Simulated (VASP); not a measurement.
An input for Quantum ESPRESSO's pw.x (written as the equivalent of a VASP run, and not itself run):

```
&CONTROL
  calculation = 'vc-relax'
  pseudo_dir = './pseudo'
  outdir = './out'
  tprnfor = .true.
  tstress = .true.
  nstep = 30
  forc_conv_thr = 0.00039
/
&SYSTEM
  ibrav = 0
  nat = 3
  ntyp = 2
  ecutwfc = 84
  occupations = 'smearing'
  smearing = 'methfessel-paxton'
  degauss = 0.00735
  input_dft = 'vdw-df-obk8'
/
&ELECTRONS
  conv_thr = 7.3e-09
  electron_maxstep = 100
/
&IONS
/
&CELL
  cell_dofree = 'shape'
/
ATOMIC_SPECIES
  Ti 47.867 Ti.upf
  S 32.060 S.upf
CELL_PARAMETERS angstrom
     1.7396364   -3.0131390    0.0000000
     1.7396364    3.0131390    0.0000000
     0.0000000    0.0000000    5.8120585
ATOMIC_POSITIONS crystal
  Ti   0.0000000  0.0000000  0.0000000
  S    0.3333330  0.6666670  0.2496430
  S    0.6666670  0.3333330  0.7503570
K_POINTS automatic
  10 10 6 0 0 0
```

Problem. Write the VASP files for the same calculation (optB88-vdW).

Solution. One answer among several that fit: 
**POSCAR**
```
TiS2
1
    1.7396363860    -3.0131389876     0.0000000000
    1.7396363860     3.0131389876     0.0000000000
    0.0000000000     0.0000000000     5.8120585034
Ti S
1 2
Direct
  0.0000000000   0.0000000000   0.0000000000
  0.3333330000   0.6666670000   0.2496430472
  0.6666670000   0.3333330000   0.7503569528
```

KPOINTS:
```
Automatic mesh
0
Gamma
10 10 6
0 0 0
```

INCAR:
```
! general
SYSTEM  =TiS2
PREC    =Accurate
ENCUT   =520
LREAL   =F
LASPH   =T

! electronic loop
EDIFF   =1E-7
NELM    =100
ALGO    =Normal
LMAXMIX =4

! smearing
ISMEAR  =1
SIGMA   =0.1

! functional
GGA     =BO
LUSE_VDW=T
AGGAC   =0.0
PARAM1  =0.1833333333
PARAM2  =0.22

! ions
IBRION  =2
NSW     =30
ISIF    =4
EDIFFG  =-0.01

! output
LWAVE   =F
LCHARG  =F
```

POTCAR, in this order: Ti_sv S (PBE.64 set). Program: vasp_std.

Limits of the translation: the potentials are each code's own (VASP's PAW set, PseudoDojo norm-conserving files in pw.x), so ENCUT and ecutwfc are chosen apart and not converted; conv_thr bounds pw.x's estimated SCF error, while EDIFF bounds the energy change between steps; forc_conv_thr acts on force components and is met together with etot_conv_thr.

The compound is TiS2 in the 1T layered structure. This cell is one point of a volume scan, at 1.06 of the reference volume. Symmetry was kept, so distortions that lower it aren't found.
